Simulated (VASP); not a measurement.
Wanted: the native input for a VASP 6.6.1 run.

```yaml
Task: single point
Functional: PBE
Potentials_or_basis: VASP PAW PBE potentials, release 64 (Hg, Mn_pv)
Cutoff: 520 eV
k_mesh: 8 × 8 × 8
Occupations: fermi-dirac, width 0.05 eV
Spin: collinear spin, ferromagnetic start
Starting_moments: "[0.0, 4.0] μB"
Further_INCAR_settings: ALGO = Normal; EDIFF = 1e-07; NBANDS = 24
```

The structure of MnHg lies in POSCAR:

```
MnHg
1.0
    3.3150000000      0.0000000000      0.0000000000
    0.0000000000      3.3150000000      0.0000000000
    0.0000000000      0.0000000000      3.3150000000
Hg Mn
1 1
Direct
    0.0000000000      0.0000000000      0.0000000000
    0.5000000000      0.5000000000      0.5000000000
```

One way to write it, as run:

INCAR

```
PREC = Accurate ; ENCUT = 520
EDIFF = 1E-7 ; ISMEAR = -1
SIGMA = 0.05 ; LREAL = F
LASPH = T ; NELM = 120
ALGO = Normal ; ISIF = 2
LWAVE = F ; LCHARG = T
ISPIN = 2 ; MAGMOM = 0 4
LORBIT = 11 ; LMAXMIX = 4
GGA = PE ; LELF = T
LVHAR = T ; NBANDS = 24
```

KPOINTS

```
regular mesh
0
Gamma
  8 8 8
```

Potentials or basis: VASP PAW PBE potentials, release 64 (Hg, Mn_pv).

Run with:

```bash
$ cat potpaw_PBE.64/Hg/POTCAR potpaw_PBE.64/Mn_pv/POTCAR > POTCAR
$ mpirun -np 1 vasp_std > vasp.out
```

It gave:

```
Pressure                                              : 1.0 GPa
Band gap on the k mesh                                : none (metal or under the smearing width)
Net moment                                            : 3.91 μB per cell
Site moments                                          : Hg -0.06; Mn +3.83 μB
Valence electrons inside the program's atomic spheres : Hg 10.59; Mn 11.40
```

Wall time 68 s on 1 thread of Intel(R) Xeon(R) Platinum 8488C (Sapphire Rapids) (shared host), peak memory 0.2 GiB.
